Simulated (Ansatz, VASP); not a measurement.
# SnSe2: VASP beside Ansatz, part 2 of 2

One calculation is typed for both programs; each brings its own data sets. How far apart do they land? The cell is taken from a series of runs on this material, whose earlier steps may have relaxed, scaled, displaced or heated it; both programs get it as it stands.

VASP 6.6.1 and Ansatz 0.2.0.

So far: The starting structure; Ansatz: relaxation of cell and atoms, LDA; VASP: relaxation of cell and atoms, LDA; Comparison.

### 5. VASP: zone-centre phonons, LDA

Level of this step: LDA; plane waves and PAW (Sn_d, Se) (VASP).

Second derivatives magnify differences that forces hide, and they need a tight electronic threshold.

Input file INCAR:

```
SYSTEM = SnSe2
PREC = Accurate
ENCUT = 500
EDIFF = 1E-08
NELM = 120
ISMEAR = 0
SIGMA = 0.01
LREAL = .FALSE.
ALGO = Normal
GGA = CA
NBANDS = 19
LORBIT = 11
LWAVE = .FALSE.
LCHARG = .FALSE.
ISIF = 2
IBRION = 8
LASPH = .TRUE.
GGA_COMPAT = .FALSE.
EFERMI = MIDGAP
KPAR = 2
```

Input file POSCAR:

```
SnSe2
1.0
    3.8092176732      0.0000000000      0.0000000000
   -1.9046088366      3.2988792735      0.0000000000
    0.0000000000      0.0000000000      5.8961213989
Sn Se
1 2
Direct
    0.0000000000      0.0000000000      0.0000000000
    0.3333333333      0.6666666667      0.2670364897
    0.6666666667      0.3333333333      0.7329635103
```

Input file KPOINTS:

```
Automatic mesh
0
Gamma
6 6 4
0 0 0
```

PAW data sets: Sn_d and Se (LDA family, release 64).

Run with:

```
$ mpirun -np 2 vasp_std
```

Numbers of over 12 decimals in the logs are rounded to 6 here.

The log of the run:

```text
[... set-up lines as in an earlier step ...]
 entering main loop
       N       E                     dE             d eps       ncg     rms          rms(c)
DAV:   1     0.199534735364E+03    0.19953E+03   -0.12044E+04   946   0.154E+03
DAV:   2     0.867657838311E+01   -0.19086E+03   -0.18471E+03   986   0.399E+02
DAV:   3    -0.132930785704E+02   -0.21970E+02   -0.21651E+02  1130   0.117E+02
DAV:   4    -0.140531434042E+02   -0.76006E+00   -0.75822E+00  1107   0.224E+01
[...]
DAV:  13    -0.137809924704E+02   -0.65200E-07   -0.26055E-07  1018   0.412E-03    0.146E-03
DAV:  14    -0.137809924589E+02    0.11498E-07   -0.41399E-08   987   0.124E-03    0.452E-04
DAV:  15    -0.137809924592E+02   -0.26330E-09   -0.38640E-09   510   0.446E-04
   1 F= -.13780992E+02 E0= -.13780992E+02  d E =0.000000E+00
 Linear response reoptimize wavefunctions to high precision
DAV:   1    -0.137809924593E+02   -0.52751E-10   -0.45374E-10   606   0.178E-04
 Linear response DOF=           4
 Linear response progress:
  Degree of freedom:   1/  4
[...]
RMM:   8    -0.804795052410E-01   -0.51255E-06    0.74644E-07  5683   0.293E-04    0.690E-05
RMM:   9    -0.804792557625E-01    0.24948E-06    0.37384E-07  6194   0.935E-05    0.802E-06
RMM:  10    -0.804792541483E-01    0.16142E-08   -0.31481E-08  6053   0.309E-05    0.331E-06
 first order change of Fermi-energy  -0.20353E-04
 force on displaced ion       2 direction 1 :  -3.652  -0.001  -0.000
 Linear response progress:
  Degree of freedom:   4/  4
       N       E                     dE             d eps       ncg     rms          rms(c)
RMM:   1    -0.994107501223E-01   -0.99411E-01    0.65335E-02  1983   0.154E+00
RMM:   2    -0.973116110529E-01    0.20991E-02   -0.23048E-03  1618   0.259E-01    0.942E-02
RMM:   3    -0.971750153883E-01    0.13660E-03   -0.27394E-04  1735   0.818E-02    0.443E-02
RMM:   4    -0.971615479616E-01    0.13467E-04   -0.21400E-05  1762   0.395E-02    0.196E-02
[...]
RMM:  12    -0.971806508962E-01   -0.35421E-08    0.14276E-07  1814   0.158E-05    0.616E-07
RMM:  13    -0.971806525006E-01   -0.16044E-08    0.11051E-07  1368   0.124E-05    0.264E-07
RMM:  14    -0.971806527524E-01   -0.25179E-09    0.92113E-08   834   0.115E-05    0.593E-08
 first order change of Fermi-energy  -0.49445E-01
 force on displaced ion       2 direction 3 :   0.000   0.000  -8.471
 Linear response finished
```

From OUTCAR (step 5):

```text
  Total       -0.0421071     -0.0421071     -0.0133860      0.0000000     -0.0000000      0.0000000
  in kB       -0.9105355     -0.9105355     -0.2894630      0.0000000     -0.0000000      0.0000000
  external PRESSURE =      -0.7035113 kB  Pullay stress =       0.0000000 kB

 POSITION                                       TOTAL-FORCE (eV/Angst)
 -----------------------------------------------------------------------------------
      0.00000      0.00000      0.00000         0.000000      0.000000      0.000000
     -0.00000      2.19925      1.57448        -0.000000     -0.000000      0.009182
      1.90461      1.09963      4.32164         0.000000      0.000000     -0.009182
 -----------------------------------------------------------------------------------
    total drift:                                0.000000     -0.000000     -0.000000

[... 1 part as in an earlier step ...]

[... 1 further part left out ...]
```

### 6. Ansatz: zone-centre phonons, LDA

The same cell, functional (in two slightly different forms) and mesh now go to Ansatz.

The cell is taken from a series of runs on this material, whose earlier steps may have relaxed, scaled, displaced or heated it; both programs get it as it stands.

Input file input.yaml:

```yaml
crystal:
  lattice:
    - [3.8092176732, 0.0, 0.0]
    - [-1.9046088366, 3.2988792735, 0.0]
    - [0.0, 0.0, 5.8961213989]
  atoms:
    - { symbol: Sn, position: [0.0, 0.0, 0.0] }
    - { symbol: Se, position: [0.3333333333, 0.6666666667, 0.2670364897] }
    - { symbol: Se, position: [0.6666666667, 0.3333333333, 0.7329635103] }
kpoints:
  mp_grid: { grid: [6, 6, 4] }
hamiltonian:
  xc: lda
scf:
  occupations: { method: fixed }
output:
  eigenvalues: true
basis:
  ecutwfc: 260.0
phonons:
  method: dfpt
```

Run with:

```
$ ansatz run input.yaml --threads 8 --pin off --max-ram 14336MiB --backend cpu --events-out ev --progress --plain --runs-dir out
```

The log of the run:

```text
[...]
Crystal: 3 atoms, lattice volume = 74.092 Å³
Basis set: ecut = 260 eV, 687 PW (Γ), exchange–correlation on 48×48×64 points (8 copies of the dense FFT grid, shifted against one another)
Bands: 28, of which v1, the nominal top of the filled ones, is band 23 counted from 1 (22 counted from 0)
Symmetry: 12 space group operations
[...]
ASR residual: 1.216e-4 → 0.000e0 eV/Å²; symmetrization residual: 3.439e-5 eV/Å²
  ASR residual per site (eV/Å²): 9.67e-5 1.22e-4 1.22e-4
  Γ frequencies (cm⁻¹): 0.00 0.00 0.00 123.96 123.96 140.18 140.18 178.90 239.17
  non-analytic LO–TO correction: not included (Born effective charges unavailable; polar crystals: no LO–TO splitting at Γ)
[key lines of the parts left out:]
SCF converged after 9 iterations
Free energy (F): -16646.227912 eV
Fermi energy:    8.593709 eV
```

### 7. Side by side

What differs besides the data sets and the points named for the pairs above, as far as they apply: fixed occupations in Ansatz, narrow Gaussian smearing in VASP; the data sets hold 46 valence electrons in Ansatz (on its default PAW (the set named soft_2) files) and 26 in VASP. Total energies have different zeros and are not compared.

The two programs side by side:

```
                  quantity  Ansatz   VASP  difference
optical mode 1 to 2 (cm⁻¹)   124.0  126.9     -2.30 %
optical mode 3 to 4 (cm⁻¹)   140.2  145.1     -3.38 %
     optical mode 5 (cm⁻¹)   178.9  181.7     -1.52 %
     optical mode 6 (cm⁻¹)   239.2  242.8     -1.48 %
```

Modes are paired by rising frequency, not by their patterns, so a pair may set unlike modes beside each other; they are those without the splitting of longitudinal modes.

### 8. Outcome

| Quantity | Value |
| --- | --- |
| difference in volume (relaxation of cell and atoms, LDA) | 0.18 % |
| r.m.s. difference of the optical zone-centre modes, each program's sorted by frequency (zone-centre phonons, LDA) | 3.8 cm⁻¹ |
| difference in optical mode 3 to 4 (zone-centre phonons, LDA) | -3.4 % |

**Reading.** The difference in volume is 0.18 % (relaxation of cell and atoms, LDA), within the 1.2 % picked in this series as the mark of a large difference, as far as the stopping tolerances let one tell. The data sets hold unlike numbers of valence electrons (46 in Ansatz and 26 in VASP), so part of the differences comes from the potentials. Among the rows given in per cent, the largest difference of the zone-centre phonons, LDA pair is in optical mode 3 to 4, -3.4 %. Such differences can come from data sets, numerical settings and the points named under the comparisons, not from the functional's error against experiment.

[Lines on the potential files, build, host, timing and source positions are cut from VASP's logs without a mark.]

[Logs are printed without paths, hosts, clocks, repeated set-up lines and the standing remarks that a program may print on its own settings, such as how far it seeks lower states.]

[Hosts, paths, dates, database ids (printed as entryN), source tags and the programs' standing remarks are cut or masked in the printed files.]
